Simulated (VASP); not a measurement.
BaS (rock salt), at 1.04 of the tabulated volume:

```
CELL_PARAMETERS angstrom
      0.00000     3.23704     3.23704
      3.23704     0.00000     3.23704
      3.23704     3.23704     0.00000
ATOMIC_POSITIONS crystal
  Ba 0.00000 0.00000 0.00000
  S  0.50000 0.50000 0.50000
```

The lowest empty band near X, direction across the valley's axis, from PBE with spin-orbit coupling in VASP (PAW); its two spin partners are averaged. The gap over the points computed is 2.12 eV, and the next band on that side lies 3.61 eV away at the edge.

Settings: 400 eV cut-off, 8×8×8 Γ-centred mesh, Gaussian smearing of 0.050 eV, potentials Ba_sv S.

| distance from the edge in k (1/Å) | distance in energy (meV) |
|---|---|
| 0.018 | 3.8 |
| 0.025 | 7.3 |
| 0.035 | 14.3 |
| 0.050 | 29.1 |
| 0.070 | 56.7 |

**Question.** Fit E(1 + αE) = ħ²k²/2m* (ħ²/2m0 = 3.810 eV Å²) and predict the row at 0.095 1/Å.

**Answer.** The rows don't resolve α, so a parabola serves: the electron mass is m* = 0.329 m0, and so 104.6 meV. The run gave 103.5 meV, -1.1 meV from the fit.

Left out are points under 3 meV from the edge, since the levels carry 0.1 meV, and points farther than half the way to the next band.

The compound is BaS in the rock salt structure. The cell was not relaxed at this level.
